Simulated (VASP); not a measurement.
All values below come from r2SCAN meta-GGA, VASP's PBE PAW potentials (set 64) (plane waves; VASP 6.6.1).

Input for VASP

INCAR:
```
# general
SYSTEM   =  TiSb
PREC     =  Accurate
ENCUT    =  400
LREAL    =  .FALSE.   # projection in real space or not
LASPH    =  .TRUE.   # aspherical one-centre terms

# electronic loop
EDIFF    =  1E-6   # SCF stop (eV)
NELM     =  100
ALGO     =  Normal   # blocked Davidson
LMAXMIX  =  4   # l cut-off of mixed one-centre charges
LMIXTAU  =  .TRUE.

# smearing
ISMEAR   =  1   # Methfessel-Paxton
SIGMA    =  0.1   # width (eV)

# functional
METAGGA  =  R2SCAN

# ions
IBRION   =  2   # conjugate gradients
NSW      =  60
ISIF     =  3
EDIFFG   =  -0.01

# output
LWAVE    =  .FALSE.
LCHARG   =  .FALSE.
```

File KPOINTS:
```
kpoints
0
G
 10 10 10
```

File POSCAR:
```
TiSb
1
    3.4078466351     0.0000000000     0.0000000000
    0.0000000000     3.4078466351     0.0000000000
    0.0000000000     0.0000000000     3.4078466351
Ti Sb
1 1
Direct
  0.0000000000   0.0000000000   1.0000000000
  0.5000000000   0.5000000000   0.5000000000
```

POTCAR, in this order: Ti_sv Sb (PBE.64 set). Program: vasp_std.

Unless said otherwise, spin-orbit coupling is left out, though it shifts the bands of the heavy elements here.

**Question.** What does the run give for the energy per atom (σ→0), band gap (on the k-mesh)?

**Answer.** 
- energy per atom (σ→0): -19.552 eV/atom
- band gap (on the k-mesh): none (metal, semimetal or under 0.01 eV)

OSZICAR:
```
...
DAV:  12    -0.391036302995E+02   -0.53609E-02   -0.31382E-03  1496   0.501E-01    0.134E-01
DAV:  13    -0.391029859469E+02    0.64435E-03   -0.35048E-04  1508   0.217E-01    0.520E-02
DAV:  14    -0.391041261076E+02   -0.11402E-02   -0.11600E-03  1576   0.378E-01    0.224E-02
DAV:  15    -0.391041287557E+02   -0.26481E-05   -0.32546E-05  1708   0.635E-02    0.197E-02
DAV:  16    -0.391041348325E+02   -0.60768E-05   -0.36142E-05  1848   0.764E-02    0.837E-03
DAV:  17    -0.391041398365E+02   -0.50040E-05   -0.61264E-06  1844   0.289E-02    0.583E-03
DAV:  18    -0.391041396241E+02    0.21237E-06   -0.45181E-07   732   0.956E-03
   1 F= -.39104140E+02 E0= -.39103764E+02  d E =-.391041E+02
```

The structure was generated: TiSb was put into the CsCl type type (Pm-3m), which need not be its known phase. It was relaxed first, which changed the volume by -33 %. The start is the result of an earlier pass. The electron count is odd and the run is not spin-polarised, which forces a metal.
